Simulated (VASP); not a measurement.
Output of a VASP run:

**OUTCAR**
```
 ion  position               nearest neighbor table
   1  0.125  0.125  0.125-   2 2.75   3 2.75   4 2.75   4 2.75   3 2.75   2 2.75   5 3.23   6 3.23
                             5 3.23   6 3.23   5 3.23   6 3.23
   2  0.625  0.125  0.125-   1 2.75   4 2.75   3 2.75   1 2.75   3 2.75   4 2.75   6 3.23   5 3.23
                             6 3.23   5 3.23   6 3.23   5 3.23
   3  0.125  0.625  0.125-   1 2.75   4 2.75   1 2.75   2 2.75   4 2.75   2 2.75   6 3.23   5 3.23
                             5 3.23   6 3.23   5 3.23   6 3.23
   4  0.125  0.125  0.625-   1 2.75   1 2.75   2 2.75   3 2.75   3 2.75   2 2.75   5 3.23   6 3.23
                             5 3.23   6 3.23   6 3.23   5 3.23
   5  0.750  0.750  0.750-   1 3.23   4 3.23   1 3.23   4 3.23   2 3.23   3 3.23   2 3.23   2 3.23
                             3 3.23   4 3.23   3 3.23   1 3.23   6 3.37   6 3.37   6 3.37   6 3.37
   6  0.500  0.500  0.500-   1 3.23   4 3.23   1 3.23   4 3.23   2 3.23   3 3.23   1 3.23   2 3.23
                             3 3.23   2 3.23   3 3.23   4 3.23   5 3.37   5 3.37   5 3.37   5 3.37
  LATTYP: Found a face centered cubic cell.
 ALAT       =     7.7797460000
 Subroutine PRICEL returns:
 Original cell was already a primitive cell.
 Subroutine GETGRP returns: Found 48 space group operations
The static configuration has the point symmetry T_d .
 The point group associated with its full space group is O_h .
The dynamic configuration has the point symmetry T_d .
 Subroutine INISYM returns: Found 48 space group operations
 Subroutine IBZKPT returns following result:
 Found     10 irreducible k-points:

 Following reciprocal coordinates:
            Coordinates               Weight
  0.000000  0.000000  0.000000      1.000000
  0.200000  0.000000  0.000000      8.000000
  0.400000  0.000000  0.000000      8.000000
  0.200000  0.200000  0.000000      6.000000
  0.400000  0.200000  0.000000     24.000000
 -0.400000  0.200000  0.000000     24.000000
 -0.200000  0.200000  0.000000     12.000000
  0.400000  0.400000  0.000000      6.000000
 -0.400000  0.400000  0.000000     12.000000
 -0.400000  0.400000  0.200000     24.000000
   k-points           NKPTS =     10   k-points in BZ     NKDIM =     10   number of bands    NBANDS=     42
   number of dos      NEDOS =    301   number of ions     NIONS =      6
   total plane-waves  NPLWV =  32768
   dimension x,y,z NGX =    32 NGY =   32 NGZ =   32
   dimension x,y,z NGXF=    64 NGYF=   64 NGZF=   64
   ions per type =               4   2
   PREC   = accura    normal or accurate (medium, high low for compatibility)
   ISTART =      0    job   : 0-new  1-cont  2-samecut
   ICHARG =      2    charge: 1-file 2-atom 10-const
   ISPIN  =      1    spin polarized calculation?
   LNONCOLLINEAR =      F non collinear calculations
   LSORBIT =      F    spin-orbit coupling
   INIWAV =      1    electr: 0-lowe 1-rand  2-diag
   ENCUT  =  300.0 eV  22.05 Ry    4.70 a.u.   7.77  7.77  7.77*2*pi/ulx,y,z
   NELM   =    100;   NELMIN=  2; NELMDL= -5     # of ELM steps
   EDIFF  = 0.1E-05   stopping-criterion for ELM
   LREAL  =      F    real-space projection
   NLSPLINE    = F    spline interpolate recip. space projectors
   LMAXMIX     =    4 max onsite mixed and CHGCAR
   VOSKOWN=      0    Vosko Wilk Nusair interpolation
   EDIFFG = 0.1E-04   stopping-criterion for IOM
   NSW    =      0    number of steps for IOM
   NBLOCK =      1;   KBLOCK =      1    inner block; outer block
   IBRION =     -1    ionic relax: 0-MD 1-quasi-New 2-CG
   NFREE  =      0    steps in history (QN), initial steepest desc. (CG)
   ISIF   =      2    stress and relaxation
   ISYM   =      2    0-nonsym 1-usesym 2-fastsym
   TEIN   =    0.0    initial temperature
   TEBEG  =    0.0;   TEEND  =   0.0 temperature during run
   SMASS  =  -3.00    Nose mass-parameter (am)
   PSTRESS=    0.0 pullay stress
   NELECT =      70.0000    total number of electrons
   EFERMI =   0.00;   METHOD = LEGACY
   ISMEAR =    -1;   SIGMA  =   0.10  broadening in eV -4-tet -1-fermi 0-gaus
   IALGO  =     38    algorithm
   LDIAG  =      T    sub-space diagonalisation (order eigenvalues)
   IMIX   =      4    mixing-type and parameters
     AMIX     =   0.40;   BMIX     =  1.00
     AMIX_MAG =   1.60;   BMIX_MAG =  1.00
     AMIN     =   0.10
   GGA     = PE    functional components
   VOSKOWN =     0    Vosko Wilk Nusair interpolation
   LHFCALC =     F    Hartree Fock is set to
...
```

File OSZICAR:
```
       N       E                     dE             d eps       ncg     rms          rms(c)
DAV:   1     0.708115187825E+03    0.70812E+03   -0.26453E+04   848   0.139E+03
DAV:   2     0.534455338114E+02   -0.65467E+03   -0.64136E+03   852   0.469E+02
DAV:   3    -0.293248260352E+02   -0.82770E+02   -0.81105E+02  1436   0.145E+02
DAV:   4    -0.387432338749E+02   -0.94184E+01   -0.93267E+01  1200   0.426E+01
DAV:   5    -0.393348443183E+02   -0.59161E+00   -0.59064E+00  1280   0.951E+00    0.164E+01
DAV:   6    -0.349176112139E+02    0.44172E+01   -0.18531E+01  1002   0.310E+01    0.704E+00
DAV:   7    -0.348290171971E+02    0.88594E-01   -0.25725E+00  1168   0.960E+00    0.282E+00
DAV:   8    -0.347925039632E+02    0.36513E-01   -0.43643E-01  1070   0.407E+00    0.213E+00
DAV:   9    -0.347962032542E+02   -0.36993E-02   -0.52357E-02  1056   0.151E+00    0.351E-01
DAV:  10    -0.347966127887E+02   -0.40953E-03   -0.10657E-02  1204   0.549E-01    0.150E-01
DAV:  11    -0.347967152300E+02   -0.10244E-03   -0.19342E-03  1112   0.262E-01    0.275E-02
DAV:  12    -0.347967043314E+02    0.10899E-04   -0.82567E-05  1112   0.600E-02    0.209E-02
DAV:  13    -0.347966970816E+02    0.72498E-05   -0.14182E-05  1128   0.247E-02    0.217E-03
DAV:  14    -0.347966979682E+02   -0.88665E-06   -0.13413E-06   688   0.879E-03
   1 F= -.34796698E+02 E0= -.34641575E+02  d E =-.310247E+00
```

**OUTCAR**
```
------------------------ aborting loop because EDIFF is reached ----------------------------------------
  FORCE on cell =-STRESS in cart. coord.  units (eV):
  Direction    XX          YY          ZZ          XY          YZ          ZX
  --------------------------------------------------------------------------------------
  Total       -6.4313040     -6.4313040     -6.4313040      0.0000000     -0.0000000      0.0000000
  in kB      -87.5333115    -87.5333115    -87.5333115      0.0000000     -0.0000000      0.0000000
  external PRESSURE =     -87.5333115 kB  Pullay stress =       0.0000000 kB
  volume of cell :      117.72
      direct lattice vectors                 reciprocal lattice vectors
     0.000000000  3.889873000  3.889873000    -0.128538901  0.128538901  0.128538901
     3.889873000  0.000000000  3.889873000     0.128538901 -0.128538901  0.128538901
     3.889873000  3.889873000  0.000000000     0.128538901  0.128538901 -0.128538901
 POSITION                                       TOTAL-FORCE (eV/Angst)
 -----------------------------------------------------------------------------------
      0.97247      0.97247      0.97247         0.000000     -0.000000      0.000000
      0.97247      2.91740      2.91740         0.000000     -0.000000      0.000000
      2.91740      0.97247      2.91740         0.000000     -0.000000      0.000000
      2.91740      2.91740      0.97247         0.000000     -0.000000      0.000000
      5.83481      5.83481      5.83481         0.000000      0.000000      0.000000
      3.88987      3.88987      3.88987        -0.000000     -0.000000     -0.000000
 -----------------------------------------------------------------------------------
    total drift:                                0.000000      0.000000      0.000000
  FREE ENERGIE OF THE ION-ELECTRON SYSTEM (eV)
  ---------------------------------------------------
  free  energy   TOTEN  =       -34.7966979682 eV

  energy  without entropy=      -34.4864512061  energy(sigma->0) =      -34.64157459
```
(Selected blocks of OUTCAR.)

POSCAR:
```
Ti2Ag
1
    0.0000000000     3.8898730000     3.8898730000
    3.8898730000     0.0000000000     3.8898730000
    3.8898730000     3.8898730000     0.0000000000
Ti Ag
4 2
Direct
  0.1250000000   0.1250000000   0.1250000000
  0.6250000000   0.1250000000   0.1250000000
  0.1250000000   0.6250000000   0.1250000000
  0.1250000000   0.1250000000   0.6250000000
  0.7500000000   0.7500000000   0.7500000000
  0.5000000000   0.5000000000   0.5000000000
```

Task: Reconstruct the remaining input files.

Result: Several could match; the one computed here: the input of the run itself, PBE GGA, plane waves, VASP's PBE PAW potentials (set 64).

### INCAR
```
ALGO  =  Normal
EDIFF  =  1E-6
ENCUT  =  300
GGA  =  PE
ISIF  =  2
ISMEAR  =  -1
LASPH  =  .True.
LCHARG  =  .False.
LMAXMIX  =  4
LREAL  =  .False.
LWAVE  =  .False.
NELM  =  100
PREC  =  Accurate
SIGMA  =  0.1
SYSTEM  =  Ti2Ag
```

**KPOINTS**
```
Automatic mesh
0
Gamma
5 5 5
```

POTCAR, in this order: Ti_sv Ag (PBE.64 set). Program: vasp_std.

At this cut-off the stress carries a Pulay error, which pulls relaxed volumes low.

The structure was generated: Ti2Ag was put into an ordered model structure, which need not be its known phase. The cell was not relaxed at this level, and its volume differs by -5.9 % from the start's.
